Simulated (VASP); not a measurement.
```
CELL_PARAMETERS angstrom
      0.00000     2.10500     2.10500
      2.10500     0.00000     2.10500
      2.10500     2.10500     0.00000
ATOMIC_POSITIONS crystal
  Mg 0.00000 0.00000 0.00000
  O  0.50000 0.50000 0.50000
```

Computed with G0W0 on PBE orbitals, VASP's PBE PAW potentials (set 64) (plane waves; VASP). Numerical set-up: PREC = Normal, 500 eV cut-off, 4×4×4 Γ-centred mesh, Gaussian smearing of 0.010 eV, potentials Mg_sv_GW O_GW_new.

The mesh is coarse and the basis finite, so the quasiparticle values are not converged.

NBANDS = 240, ENCUTGW = 250 eV, NOMEGA = 64. The PBE levels (eV) that the step starts from are:

```json
[
 {"state": "k1 (0.00, 0.00, 0.00), band 5", "KS energy": "-12.84", "filling": "2"},
 {"state": "k1 (0.00, 0.00, 0.00), band 6", "KS energy": "4.42", "filling": "2"},
 {"state": "k1 (0.00, 0.00, 0.00), band 7", "KS energy": "4.42", "filling": "2"},
 {"state": "k1 (0.00, 0.00, 0.00), band 8", "KS energy": "4.42", "filling": "2"},
 {"state": "k1 (0.00, 0.00, 0.00), band 9", "KS energy": "9.16", "filling": "0"},
 {"state": "k1 (0.00, 0.00, 0.00), band 10", "KS energy": "20.22", "filling": "0"},
 {"state": "k1 (0.00, 0.00, 0.00), band 11", "KS energy": "20.22", "filling": "0"},
 {"state": "k1 (0.00, 0.00, 0.00), band 12", "KS energy": "20.22", "filling": "0"},
 {"state": "k2 (0.25, 0.00, 0.00), band 5", "KS energy": "-12.24", "filling": "2"},
 {"state": "k2 (0.25, 0.00, 0.00), band 6", "KS energy": "1.76", "filling": "2"},
 {"state": "k2 (0.25, 0.00, 0.00), band 7", "KS energy": "4.07", "filling": "2"},
 {"state": "k2 (0.25, 0.00, 0.00), band 8", "KS energy": "4.07", "filling": "2"},
 {"state": "k2 (0.25, 0.00, 0.00), band 9", "KS energy": "11.52", "filling": "0"},
 {"state": "k2 (0.25, 0.00, 0.00), band 10", "KS energy": "17.00", "filling": "0"},
 {"state": "k2 (0.25, 0.00, 0.00), band 11", "KS energy": "21.09", "filling": "0"},
 {"state": "k2 (0.25, 0.00, 0.00), band 12", "KS energy": "21.09", "filling": "0"},
 {"state": "k6 (-0.25, 0.25, 0.00), band 5", "KS energy": "-11.61", "filling": "2"},
 {"state": "k6 (-0.25, 0.25, 0.00), band 6", "KS energy": "0.92", "filling": "2"},
 {"state": "k6 (-0.25, 0.25, 0.00), band 7", "KS energy": "2.42", "filling": "2"},
 {"state": "k6 (-0.25, 0.25, 0.00), band 8", "KS energy": "3.76", "filling": "2"},
 {"state": "k6 (-0.25, 0.25, 0.00), band 9", "KS energy": "13.91", "filling": "0"},
 {"state": "k6 (-0.25, 0.25, 0.00), band 10", "KS energy": "16.22", "filling": "0"},
 {"state": "k6 (-0.25, 0.25, 0.00), band 11", "KS energy": "18.47", "filling": "0"},
 {"state": "k6 (-0.25, 0.25, 0.00), band 12", "KS energy": "21.99", "filling": "0"}
]
```

Question: Give the quasiparticle energies and renormalisation factors Z.

Answer: 
| state | QP energy (eV) | Z |
|---|---|---|
| k1 (0.00, 0.00, 0.00), band 5 | -15.46 | 0.74 |
| k1 (0.00, 0.00, 0.00), band 6 | 2.71 | 0.78 |
| k1 (0.00, 0.00, 0.00), band 7 | 2.71 | 0.78 |
| k1 (0.00, 0.00, 0.00), band 8 | 2.71 | 0.78 |
| k1 (0.00, 0.00, 0.00), band 9 | 10.13 | 0.83 |
| k1 (0.00, 0.00, 0.00), band 10 | 21.21 | 0.83 |
| k1 (0.00, 0.00, 0.00), band 11 | 21.21 | 0.83 |
| k1 (0.00, 0.00, 0.00), band 12 | 21.21 | 0.83 |
| k2 (0.25, 0.00, 0.00), band 5 | -14.84 | 0.74 |
| k2 (0.25, 0.00, 0.00), band 6 | -0.18 | 0.78 |
| k2 (0.25, 0.00, 0.00), band 7 | 2.32 | 0.78 |
| k2 (0.25, 0.00, 0.00), band 8 | 2.32 | 0.78 |
| k2 (0.25, 0.00, 0.00), band 9 | 12.61 | 0.82 |
| k2 (0.25, 0.00, 0.00), band 10 | 18.08 | 0.82 |
| k2 (0.25, 0.00, 0.00), band 11 | 22.22 | 0.83 |
| k2 (0.25, 0.00, 0.00), band 12 | 22.22 | 0.83 |
| k6 (-0.25, 0.25, 0.00), band 5 | -14.18 | 0.74 |
| k6 (-0.25, 0.25, 0.00), band 6 | -1.13 | 0.78 |
| k6 (-0.25, 0.25, 0.00), band 7 | 0.50 | 0.78 |
| k6 (-0.25, 0.25, 0.00), band 8 | 1.97 | 0.78 |
| k6 (-0.25, 0.25, 0.00), band 9 | 15.15 | 0.82 |
| k6 (-0.25, 0.25, 0.00), band 10 | 17.34 | 0.81 |
| k6 (-0.25, 0.25, 0.00), band 11 | 19.79 | 0.82 |
| k6 (-0.25, 0.25, 0.00), band 12 | 23.40 | 0.82 |
On the mesh the gap opens from 4.74 to 7.42 eV.

The compound is MgO in the rock salt structure. The cell was not relaxed at this level. The k-mesh is coarse (spacing up to 0.65 per Å, 2π included), so the numbers may not be converged in it.
